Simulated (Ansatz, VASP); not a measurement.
## Cross-check of CCl (Cl-CC-Cl chair monolayer) between VASP and Ansatz

One calculation is typed for both programs; each brings its own data sets. How far apart do they land? The cell is taken from a series of runs on this material, whose earlier steps may have relaxed, scaled, displaced or heated it; both programs get it as it stands.

Method: plane waves, with VASP 6.6.1 beside it; single point at PBE with D3(BJ), in Ansatz 0.2.0.

## 1. The starting structure

The cell holds 4 atoms: 2 Cl and 2 C. Its edges and angles: a = 2.895 Å, b = 2.895 Å, c = 22.006 Å, α = 90.0°, β = 90.0°, γ = 120.0°. Vacuum lies along c.

## 2. Ansatz: single point, PBE with D3(BJ)

Ansatz runs on its default PAW (the set named soft_2) files.

A single point gives forces, pressure and levels at one fixed geometry, so differences don't come from the geometry; what else differs is listed under the comparison.

File input.yaml:

```yaml
crystal:
  lattice:
    - [2.8952697847, 0.0, 0.0]
    - [-1.4476348924, 2.5073771844, 0.0]
    - [0.0, 0.0, 22.0064293506]
  atoms:
    - { symbol: Cl, position: [0.6666666667, 0.3333333333, 0.40897139] }
    - { symbol: C, position: [0.6666666667, 0.3333333333, 0.4885059861] }
    - { symbol: C, position: [0.3333333333, 0.6666666667, 0.5114940139] }
    - { symbol: Cl, position: [0.3333333333, 0.6666666667, 0.59102861] }
kpoints:
  mp_grid: { grid: [24, 24, 1] }
  band_path:
    path: [[0, 0, 0], [0.5, 0, 0], [0.33333333, 0.33333333, 0], [0, 0, 0]]
    npoints: 16
hamiltonian:
  xc: pbe
  dispersion: d3bj
scf:
  occupations: { method: fermi_dirac, width: 0.02585 }
  convergence: { dr2_threshold: 1.0e-10 }
efield:
  axis: 3
  dipole_correction: true
  ramp_position: 0.97
  ramp_width: 0.06
  amplitude: 0
output:
  dos: { projected: true, e_range: [-6, 5] }
  write_potential: true
  write_density: true
  volumetric_format: npy
  elf: true
```

On the command line:

```console
ansatz run input.yaml --threads 2 --pin off --max-ram 3072MiB --backend cpu --events-out ev --progress --plain --runs-dir out
```

Numbers of over 12 decimals in the logs are rounded to 6 here.

The program printed:

```text
Engine: ansatz 0.2.0, x86_64-unknown-linux-gnu
Pseudopotentials: kind: paw
Pseudopotential: Cl, paw, valence charge 7, recommended cutoff 420 eV (normal), Cl.paw.azcp
Pseudopotential: C, paw, valence charge 4, recommended cutoff 420 eV (normal), C.paw.azcp
Functional definition: PBE
  parameter kappa = 0.804
  parameter beta = 0.066725
  exchange = pbe_x(kappa = kappa, mu = beta*pi^2/3)
  correlation = pbe_c(beta = beta)
Crystal: 4 atoms, lattice volume = 159.756 Å³
Basis set: ecut = 420 eV, 3097 PW (Γ)
Bands: 15, of which v1, the nominal top of the filled ones, is band 11 counted from 1 (10 counted from 0)
Symmetry: 6 space group operations
k-points: 61 of 576 (time reversal used)
Non-local potential: Cl, projectors of the file, l = 0: 2, l = 1: 2, l = 2: 2
Non-local potential: C, projectors of the file, l = 0: 2, l = 1: 2, l = 2: 1
PAW form: soft (Blöchl's): semilocal exchange-correlation on the pseudo side does not see the compensation charge
PAW one-centre angular grid: Cl, 110 points (default); XC on 64 Gauss nodes
PAW one-centre angular grid: C, 110 points (default); XC on 64 Gauss nodes
Initial density: superposition of atomic densities (neutral atoms: chi_scale 0, normalization atom), corrected by the library's trained network
Initial wavefunctions: pseudopotential atomic-orbital guess
Functional: x = pbe(κ = 0.804, μ = 0.219515), c = pbe(β = 0.066725)
SCF iter   1: F=—  HF=-2658.545676 eV  |F-HF|=—  |Δ(HF+E_count)|=         —  Δρ=3.73e-3  dr2=5.60e-2  ethr=1.77e-3  p=0.000 e·Å  D=6.88e-14 V/Å  ΔV_dip=-0.00 eV  dr2_dipole=4.13e-10  V_vac-E_F(+/−)=3.86/3.86 eV  ⟨swp⟩=8.7  Hψ=6744  notcnv=0
efield: sawtooth ramp at fractional position 0.9700 (set: `efield.ramp_position`, or a place that a band, a saddle search or an elastic batch's reference lends), width 0.0600; the density the first Hamiltonian is built on has a dipole p = 0.000 e·Å; the dipole correction subtracts the counter field D = 6.88e-14 V/Å, which shifts the + side's vacuum level by -0.00 eV against the − side's; the planar-averaged density in the ramp window peaks in size at 1.6e-5 e/Å³
preconditioner: auto → none  [insulator: Δε(μ)=1.560 eV  Ē_g=12.356 eV  σ=0.026 eV  W_gap=1.00  n_scr=12 (ndim 8)  ℏωp=13.8 eV  f_vac=0.650  D(μ)=0.00/eV (n_scr^D=0)  ε∞_Penn≈2.2]
SCF iter   2: F=—  HF=-2658.532551 eV  |F-HF|=—  |Δ(HF+E_count)|=   1.31e-2  Δρ=2.76e-3  dr2=3.25e-2  ethr=2.54e-4  p=0.000 e·Å  D=1.53e-5 V/Å  ΔV_dip=-0.00 eV  dr2_dipole=6.85e-9  V_vac-E_F(+/−)=3.15/3.15 eV  ⟨swp⟩=3.1  Hψ=2136  notcnv=0
SCF iter   3: F=—  HF=-2658.528715 eV  |F-HF|=—  |Δ(HF+E_count)|=   3.84e-3  Δρ=1.30e-3  dr2=1.16e-2  ethr=1.48e-4  p=-0.000 e·Å  D=-2.57e-5 V/Å  ΔV_dip=0.00 eV  dr2_dipole=1.32e-8  V_vac-E_F(+/−)=3.32/3.31 eV  ⟨swp⟩=2.8  Hψ=1654  notcnv=0
SCF iter   4: F=—  HF=-2658.526820 eV  |F-HF|=—  |Δ(HF+E_count)|=   1.89e-3  Δρ=5.06e-4  dr2=1.55e-3  ethr=5.26e-5  p=0.000 e·Å  D=2.18e-5 V/Å  ΔV_dip=-0.00 eV  dr2_dipole=1.24e-8  V_vac-E_F(+/−)=3.19/3.19 eV  ⟨swp⟩=2.2  Hψ=1521  notcnv=0
SCF iter   5: F=—  HF=-2658.526682 eV  |F-HF|=—  |Δ(HF+E_count)|=   1.38e-4  Δρ=1.61e-4  dr2=6.51e-5  ethr=7.06e-6  p=-0.000 e·Å  D=-1.19e-4 V/Å  ΔV_dip=0.00 eV  dr2_dipole=3.50e-7  V_vac-E_F(+/−)=3.11/3.11 eV  ⟨swp⟩=2.2  Hψ=1322  notcnv=0
SCF iter   6: F=—  HF=-2658.526715 eV  |F-HF|=—  |Δ(HF+E_count)|=   3.26e-5  Δρ=6.33e-5  dr2=3.80e-5  ethr=2.96e-7  p=0.001 e·Å  D=6.68e-4 V/Å  ΔV_dip=-0.01 eV  dr2_dipole=1.10e-5  V_vac-E_F(+/−)=3.08/3.10 eV  ⟨swp⟩=2.4  Hψ=1578  notcnv=0
SCF iter   7: F=—  HF=-2658.526710 eV  |F-HF|=—  |Δ(HF+E_count)|=   4.62e-6  Δρ=2.68e-5  dr2=1.42e-6  ethr=1.73e-7  p=-0.000 e·Å  D=-2.31e-5 V/Å  ΔV_dip=0.00 eV  dr2_dipole=8.17e-9  V_vac-E_F(+/−)=3.09/3.09 eV  ⟨swp⟩=1.8  Hψ=1074  notcnv=0
SCF iter   8: F=—  HF=-2658.526709 eV  |F-HF|=—  |Δ(HF+E_count)|=   8.15e-7  Δρ=6.29e-6  dr2=1.48e-7  ethr=6.46e-9  p=-0.000 e·Å  D=-9.62e-6 V/Å  ΔV_dip=0.00 eV  dr2_dipole=1.56e-9  V_vac-E_F(+/−)=3.08/3.08 eV  ⟨swp⟩=2.3  Hψ=1479  notcnv=0
SCF iter   9: F=—  HF=-2658.526709 eV  |F-HF|=—  |Δ(HF+E_count)|=   8.21e-9  Δρ=1.81e-6  dr2=6.53e-9  ethr=6.72e-10  p=-0.000 e·Å  D=-3.56e-7 V/Å  ΔV_dip=0.00 eV  dr2_dipole=5.82e-12  V_vac-E_F(+/−)=3.08/3.08 eV  ⟨swp⟩=2.2  Hψ=1330  notcnv=0
SCF iter  10: F=—  HF=-2658.526709 eV  |F-HF|=—  |Δ(HF+E_count)|=  4.62e-10  Δρ=6.96e-7  dr2=7.64e-10  ethr=2.97e-11  p=0.000 e·Å  D=5.50e-7 V/Å  ΔV_dip=-0.00 eV  dr2_dipole=7.35e-12  V_vac-E_F(+/−)=3.08/3.08 eV  ⟨swp⟩=2.0  Hψ=1491  notcnv=0
SCF iter  11: F=-2658.526709 eV  HF=-2658.526709 eV  |F-HF|=1.36e-11  |Δ(HF+E_count)|=  8.59e-11  Δρ=2.00e-7  dr2=4.93e-11  ethr=1.00e-12  p=-0.000 e·Å  D=-2.90e-7 V/Å  ΔV_dip=0.00 eV  dr2_dipole=2.81e-13  V_vac-E_F(+/−)=3.08/3.08 eV  ⟨swp⟩=2.3  Hψ=2943  notcnv=0
SCF 1 converged in 11 iterations: F = -2658.526709 eV  dr2 = 4.93e-11
  greatest PAW one-centre occupation: 0.914 electrons in one spin orbital (limit 2), on the Cl atom at site 3 (counted from 0), in its partial waves of l = 0
NSCF: frozen V_eff on 49 k-points
efield: sawtooth ramp at fractional position 0.9700 (kept from the solve that this one continues, or follows in the run), width 0.0600; the density the first Hamiltonian is built on has a dipole p = -0.000 e·Å; the dipole correction subtracts the counter field D = -2.90e-7 V/Å, which shifts the + side's vacuum level by +0.00 eV against the − side's; the planar-averaged density in the ramp window peaks in size at 8.3e-7 e/Å³
WARN: The output density's exchange-correlation potential varies sharply where the density is thin. Do not read a vacuum level from v_tot or v_xc, or from such a field of the output density. On a cell that repeats whose density bears no net charge and no dipole along the vacuum's axis use v_es (v_loc + v_h of the components); under efield.dipole_correction with no amplitude use v_es + v_field, which holds any externa [...]
SCF converged after 11 iterations
Free energy (F): -2658.526709 eV
Harris-Foulkes:  -2658.526709 eV  (|F-HF|=1.36e-11)
Internal energy: -2658.526709 eV  (E = F + TS)
E sigma→0 (E₀):  -2658.526709 eV
Fermi energy:    0.798822 eV
Dipole field:    D = 0.000001 V/Å  (p = 0.000000 e·Å, saw-weighted, corrected)
Work function:   Φ+ = 3.0843 eV   Φ− = 3.0843 eV
Levels:          The Fermi level and band energies are counted from a zero that moves with the ramp; work functions are not
--- Per-component energies (eV) ---
  E_band       = -185.599394
  E_kinetic    = 496.495435
  E_local      = -12518.861703  (includes V_loc(G=0)·N_el)
  E_nonlocal   = 109.432149
  E_hartree    = 6046.710244
  E_xc         = -308.675009
  E_vxc        = -361.165306  (∫ρ·V_xc dr)
  E_paw        = -1515.373645  (= ΣΔE_a)
  E_vpaw       = -4.920918  (= ΣTr[D̂ρ^β])
  E_aug_tail   = 0.000187  (compensation charges beyond the density's cutoff)
  E_efield     = 0.000000  (sawtooth field / dipole correction)
  E_vefield    = 0.000000  (∫n·V_field dr)
  E_ewald      = 5032.393688
  E_disp       = -0.648055  (pairwise vdW)
  E_smearing   = -0.000000  (= −TS)
  E_closure    = -0.000000  (closes the sum)
  Σ components = -2658.526709   (vs F -2658.526709, Δ=0.00e0)
--- Band table (eV; the first three rows and the last of 61) ---
  k-point 0: bands = [... 7 lower, -1.2342, -1.2342, 0.0290, 0.0290, 1.5376, 1.8305, 2.9618, 3.7758]
  k-point 1: bands = [... 7 lower, -1.3517, -1.2510, -0.1030, 0.0026, 1.6109, 1.9225, 2.9894, 3.7744]
  k-point 2: bands = [... 7 lower, -1.6784, -1.3027, -0.4700, -0.0735, 1.7475, 2.1942, 3.0541, 3.8218]
  k-point 60: bands = [... 7 lower, -5.4701, -4.3741, -4.3741, -4.0929, 4.0924, 4.0924, 5.1951, 6.4711]
```

In the SCF lines HF is the Harris–Foulkes energy and dr2 the Hartree energy of the density residual, in eV; the loop may stop once dr2 is under the threshold and the program's other checks hold. Hψ counts applications of the Hamiltonian.

## 3. VASP: single point, PBE with D3(BJ)

The same cell, functional, mesh and smearing now go to VASP, with its own data sets.

Lines of VASP's logs that name or quote its potential files are left out, and so is its time.

File INCAR:

```
SYSTEM = CCl
PREC = Accurate
ENCUT = 520
EDIFF = 1E-06
NELM = 120
ISMEAR = -1
SIGMA = 0.02585
LREAL = .FALSE.
ALGO = Normal
GGA = PE
IVDW = 12
NBANDS = 17
LORBIT = 11
LWAVE = .FALSE.
LCHARG = .FALSE.
ISIF = 2
LDIPOL = .TRUE.
IDIPOL = 3
DIPOL = 0.5 0.5 0.5
LVHAR = .TRUE.
LASPH = .TRUE.
GGA_COMPAT = .FALSE.
EFERMI = MIDGAP
NELMDL = -8
```

File POSCAR:

```
CCl
1.0
    2.8952697847      0.0000000000      0.0000000000
   -1.4476348924      2.5073771844      0.0000000000
    0.0000000000      0.0000000000     22.0064293506
Cl C
2 2
Direct
    0.6666666667      0.3333333333      0.4089713900
    0.3333333334      0.6666666666      0.5910286100
    0.6666666667      0.3333333333      0.4885059861
    0.3333333334      0.6666666666      0.5114940139
```

File KPOINTS:

```
Automatic mesh
0
Gamma
24 24 1
0 0 0
```

PAW data sets: Cl and C (PBE family, release 64).

On the command line:

```console
mpirun -np 1 vasp_std
```

The program printed:

```text
[banner, memory and clock lines left out]
running    1 mpi-ranks, on    1 nodes
 distrk:  each k-point on    1 cores,    1 groups
 distr:  one band on    1 cores,    1 groups

 POSCAR found type information on POSCAR ClC
 POSCAR found :  2 types and       4 ions
 LDA part: xc-table for (Slater+PW92), standard interpolation
 POSCAR, INCAR and KPOINTS ok, starting setup
 FFT: planning ... GRIDC
 FFT: planning ... GRID_SOFT
 FFT: planning ... GRID
 WAVECAR not read
 entering main loop
       N       E                     dE             d eps       ncg     rms          rms(c)
DAV:   1     0.190491007826E+03    0.19049E+03   -0.87548E+03  2074   0.102E+03
DAV:   2     0.361186091448E+01   -0.18688E+03   -0.17716E+03  2972   0.208E+02
DAV:   3    -0.190919587199E+02   -0.22704E+02   -0.22518E+02  2720   0.883E+01
DAV:   4    -0.195038859802E+02   -0.41193E+00   -0.41021E+00  3120   0.141E+01
DAV:   5    -0.195130410298E+02   -0.91550E-02   -0.91502E-02  2894   0.202E+00
DAV:   6    -0.195133221807E+02   -0.28115E-03   -0.28112E-03  3196   0.321E-01
DAV:   7    -0.195133304619E+02   -0.82812E-05   -0.82809E-05  3042   0.479E-02
DAV:   8    -0.195133308714E+02   -0.40955E-06   -0.40959E-06  2851   0.959E-03    0.168E+01
DAV:   9    -0.192769626634E+02    0.23637E+00   -0.17770E-01  2697   0.272E+00    0.985E+00
DAV:  10    -0.191902832085E+02    0.86679E-01   -0.25783E-01  2984   0.321E+00    0.978E-01
DAV:  11    -0.191872161985E+02    0.30670E-02   -0.11605E-02  2933   0.743E-01    0.223E-01
DAV:  12    -0.191864562383E+02    0.75996E-03   -0.85688E-04  3123   0.207E-01    0.824E-02
DAV:  13    -0.191859816458E+02    0.47459E-03   -0.30578E-04  3009   0.111E-01    0.430E-02
DAV:  14    -0.191859316949E+02    0.49951E-04   -0.26245E-04  2923   0.892E-02    0.299E-02
DAV:  15    -0.191864386400E+02   -0.50695E-03   -0.15944E-04  2697   0.727E-02    0.101E-02
DAV:  16    -0.191867117971E+02   -0.27316E-03   -0.25086E-05  2806   0.269E-02    0.600E-03
DAV:  17    -0.191868830163E+02   -0.17122E-03   -0.36972E-06  2893   0.117E-02    0.360E-03
DAV:  18    -0.191869644682E+02   -0.81452E-04   -0.28818E-06  2773   0.845E-03    0.144E-03
DAV:  19    -0.191869938994E+02   -0.29431E-04   -0.61489E-07  2582   0.351E-03    0.105E-03
DAV:  20    -0.191870198373E+02   -0.25938E-04   -0.10686E-06  2291   0.369E-03    0.337E-04
DAV:  21    -0.191870240265E+02   -0.41892E-05   -0.16235E-07  2313   0.155E-03    0.247E-04
DAV:  22    -0.191870264101E+02   -0.23836E-05   -0.13119E-07  2115   0.120E-03    0.128E-04
DAV:  23    -0.191870277538E+02   -0.13437E-05   -0.35105E-08  2486   0.644E-04    0.140E-04
DAV:  24    -0.191870282982E+02   -0.54443E-06   -0.94396E-09  2354   0.333E-04
   1 F= -.19835043E+02 E0= -.19835043E+02  d E =-.195402E-14
```

Parts of OUTCAR (step 3):

```text
ion  position               nearest neighbor table
   1  0.667  0.333  0.409-   3 1.75
   2  0.333  0.667  0.591-   4 1.75
   3  0.667  0.333  0.489-   4 1.75   4 1.75   4 1.75   1 1.75
   4  0.333  0.667  0.511-   3 1.75   3 1.75   3 1.75   2 1.75

  LATTYP: Found a hexagonal cell.
 ALAT       =     2.8952697847
 C/A-ratio  =     7.6008216806

 Subroutine GETGRP returns: Found 12 space group operations
 (whereof 12 operations were pure point group operations)

The static configuration has the point symmetry D_3d.

 Found     61 irreducible k-points:

   k-points           NKPTS =     61   k-points in BZ     NKDIM =     61   number of bands    NBANDS=     17

   dimension x,y,z NGX =    24 NGY =   24 NGZ =  168
   dimension x,y,z NGXF=    48 NGYF=   48 NGZF=  336

   ENCUT  =  520.0 eV  38.22 Ry    6.18 a.u.   5.38  5.38 40.92*2*pi/ulx,y,z

   NELECT =      22.0000    total number of electrons

 k-points in reciprocal lattice and weights: Automatic mesh
   0.00000000  0.00000000  0.00000000       0.002
   0.04166667  0.00000000  0.00000000       0.010
   0.08333333 -0.00000000  0.00000000       0.010
   0.12500000  0.00000000  0.00000000       0.010
   0.16666667 -0.00000000  0.00000000       0.010
   0.20833333  0.00000000  0.00000000       0.010
   0.25000000  0.00000000  0.00000000       0.010
   0.29166667  0.00000000  0.00000000       0.010
   0.33333333 -0.00000000  0.00000000       0.010
[...]
0.33333333  0.29166667  0.00000000       0.021
   0.33333333  0.33333333  0.00000000       0.003

 dipolmoment           0.000000      0.000000     -0.000000 electrons x Angstroem

 average (electrostatic) potential at core
       1 -97.1688       2 -97.1688       3 -58.4623       4 -58.4623

 E-fermi :   0.1634

 k-point     1 :       0.0000    0.0000    0.0000
  band No.  band energies     occupation
    ...
      7      -4.9507      2.00000
      8      -1.8692      2.00000
      9      -1.8692      2.00000
     10      -0.6062      2.00000
     11      -0.6062      2.00000
     12       0.9330      0.00000
     13       1.2394      0.00000
     14       2.3599      0.00000
     15       3.1695      0.00000
     16       3.1695      0.00000
    ...

 k-point     2 :       0.0417    0.0000    0.0000
  band No.  band energies     occupation
    ...
      7      -5.0027      2.00000
      8      -1.9869      2.00000
      9      -1.8861      2.00000
     10      -0.7380      2.00000
     11      -0.6325      2.00000
     12       1.0077      0.00000
     13       1.3305      0.00000
     14       2.3871      0.00000
     15       3.1689      0.00000
     16       3.2388      0.00000
    ...

 k-point     3 :       0.0833   -0.0000    0.0000
  band No.  band energies     occupation
    ...
      7      -5.1489      2.00000
      8      -2.3141      2.00000
      9      -1.9382      2.00000
     10      -1.1048      2.00000
     11      -0.7087      2.00000
     12       1.1477      0.00000
     13       1.5994      0.00000
     14       2.4513      0.00000
     15       3.2178      0.00000
     16       3.4399      0.00000
    ...

 Edisp (eV)   -0.64801

  Total      -0.05824    -0.05824    -0.42627     0.00000     0.00000     0.00000
  in kB      -0.58405    -0.58405    -4.27496     0.00000     0.00000     0.00000
  external pressure =       -1.81 kB  Pullay stress =        0.00 kB

  energy-cutoff  :      520.00
  volume of cell :      159.76
      direct lattice vectors                 reciprocal lattice vectors
     2.895269785  0.000000000  0.000000000     0.345390956  0.199411562  0.000000000
    -1.447634892  2.507377184  0.000000000     0.000000000  0.398823123  0.000000000
     0.000000000  0.000000000 22.006429351     0.000000000  0.000000000  0.045441266

 POSITION                                       TOTAL-FORCE (eV/Angst)
 -----------------------------------------------------------------------------------
      1.44763      0.83579      9.00000         0.000000     -0.000000      0.110610
      0.00000      1.67158     13.00643        -0.000000      0.000000     -0.110610
      1.44763      0.83579     10.75027        -0.000000     -0.000000     -0.099696
      0.00000      1.67158     11.25616        -0.000000      0.000000      0.099696
 -----------------------------------------------------------------------------------
    total drift:                               -0.000001      0.000000      0.000000

  FREE ENERGIE OF THE ION-ELECTRON SYSTEM (eV)
  ---------------------------------------------------
  free  energy   TOTEN  =       -19.8350426218 eV

  energy  without entropy=      -19.8350426218  energy(sigma->0) =      -19.83504262

 vacuum level on the upper side and lower side of the slab         3.248         3.248

 total charge
# of ion       s       p       d       tot
------------------------------------------
    1        1.615   3.560   0.000   5.175
    2        1.615   3.560   0.000   5.175
    3        0.813   1.428   0.000   2.241
    4        0.813   1.428   0.000   2.241
--------------------------------------------------
tot          4.856   9.976   0.000  14.832

[... 3 further parts left out ...]
```

## 4. Side by side

Known differences besides the potentials themselves: the cutoff is 420 eV in Ansatz and 520 eV in VASP. Total energies have different zeros and are not compared.

The two programs side by side:

```csv
quantity,Ansatz,VASP,difference
gap on the k mesh (eV),1.509,1.539,-0.031
```

A gap on the mesh is an upper bound, since the band edges may lie between its points. With vacuum in the cell, a pressure given here is an average over mostly empty space and none of the material.

## 5. What came out

| Property | Result |
| --- | --- |
| difference in gap on the k mesh (single point, PBE with D3(BJ)) | -0.031 eV |

**Reading.** The difference in gap on the k mesh is -0.031 eV (single point, PBE with D3(BJ)), within the 0.08 eV picked in this series as the mark of a large difference. How closely two codes agree says nothing of how well the functional describes the real material.

[Lines on the potential files, build, host, timing and source positions are cut from VASP's logs without a mark.]

[Logs are printed without paths, hosts, clocks, repeated set-up lines and the standing remarks that a program may print on its own settings, such as how far it seeks lower states.]

[Hosts, paths, dates, database ids (printed as entryN), source tags and the programs' standing remarks are cut or masked in the printed files.]
